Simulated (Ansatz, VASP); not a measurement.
# Two plane-wave programs on HfH3Cl

```xyz
10
Lattice="3.4389 0.0000 0.0000 -1.7194 2.9782 0.0000 0.0000 0.0000 11.9879" Properties=species:S:1:pos:R:3 pbc="T T T"
Hf    0.0000    1.9854    1.6774
Hf    1.7194    0.9927   10.3104
H     0.0000    1.9854   11.5074
H     0.0000    1.9854    9.6480
H     0.0000    0.0000   10.4259
H     1.7194    0.9927    0.4805
H     1.7194    0.9927    2.3399
H     0.0000    0.0000    1.5620
Cl    0.0000    1.9854    4.0209
Cl    1.7194    0.9927    7.9669
```

Alike in both runs: task single point; functional PBE; k mesh 6 × 6 × 2; occupations gaussian, width 0.2 eV; no spin polarisation.

|  | VASP | Ansatz |
| --- | --- | --- |
| version | VASP 6.6.1 | Ansatz 0.2.0 |
| potentials or method | VASP PAW PBE potentials, release 64 (Hf_pv, H, Cl) | scalar-relativistic, plane waves, PAW |
| plane-wave cutoff (eV) | 520 | 420 |
| valence electrons in the cell | 40 | 72 |

|  | VASP | Ansatz | Ansatz less VASP |
| --- | --- | --- | --- |
| gap on the k mesh at the Fermi level (eV) | none | none | - |
| pressure (GPa) | -0.6 | 0.1 | +0.66 |
| largest component of the traceless stress (GPa) | 0.38 | 0.14 | -0.236 |
| rms of the force components (eV/Å) | 0.042 | 0.008 | -0.0341 |

Atom by atom the forces differ by 0.036 eV/Å (rms over components). A gap of «none» marks a metal or a gap that the smearing closes. The two sets of potentials don't hold the same shells in valence.

Caveats: this functional lacks dispersion, which binds the layers, so the pressure and a relaxed spacing across them are unreliable. The runs have no spin-orbit coupling, so splittings on Hf are missing.
